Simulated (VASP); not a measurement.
A convergence study with VASP on KBr (rock salt): one setting is varied, all else stays as given below, so the limit is that of these other settings. ε∞ is the independent-particle value.

```
KBr
1.0
    0.00000     3.30000     3.30000
    3.30000     0.00000     3.30000
    3.30000     3.30000     0.00000
K Br
1 1
Cartesian
  0.00000   0.00000   0.00000
  3.30000   3.30000   3.30000
```

Calculation: PBE GGA, VASP's PBE PAW potentials (set 64) (plane waves; VASP 6.6.1). The tightest run used: 550 eV cut-off, 6×6×6 Γ-centred mesh, Gaussian smearing of 0.050 eV, potentials K_sv Br.

```csv
setting,mean ε∞,bands
NBANDS = 9,1.57,9
NBANDS = 10,1.85,10
NBANDS = 12,2.24,12
NBANDS = 16,2.58,16
```

**Question.** These are the cheaper rows. Estimate the results at NBANDS = 136, and how far the last row shown lies from them.

**Answer.** 
```tsv
quantity	tightest run	last row shown is off by
mean ε∞	2.82	-0.25
```

Left out are rungs that failed or repeat a setting and relaxations that didn't move; long series are thinned to 24 rows.

The compound is KBr in the rock salt structure. The cell was not relaxed at this level.
